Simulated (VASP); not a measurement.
```yaml
crystal:
  lattice:
    - [0.00000, 3.31639, 3.31639]
    - [3.31639, 0.00000, 3.31639]
    - [3.31639, 3.31639, 0.00000]
  atoms:
    - { symbol: In, position: [0.00000, 0.00000, 0.00000] }
    - { symbol: Sb, position: [0.25000, 0.25000, 0.25000] }
```

Level of theory: PBE GGA, VASP's PBE PAW potentials (set 64) (plane waves; VASP). Settings: 400 eV cut-off, 11×11×11 Γ-centred mesh, tetrahedra with Blöchl corrections, potentials In_d Sb.

Unless said otherwise, spin-orbit coupling is left out, though it shifts the bands of the heavy elements here.

Task: Predict the energy per atom (σ→0), band gap (on the k-mesh) with the smallest direct gap where there is one.

Result: 
```
Quantity                                                    Result
------------------------  ----------------------------------------
band gap (on the k-mesh)  none (metal, semimetal or under 0.01 eV)
energy per atom (σ→0)                               -3.476 eV/atom
```

Only differences to runs with the same potentials and settings are physical.

The compound is InSb in the zinc blende structure. It was relaxed first, which changed the volume by +7 %.
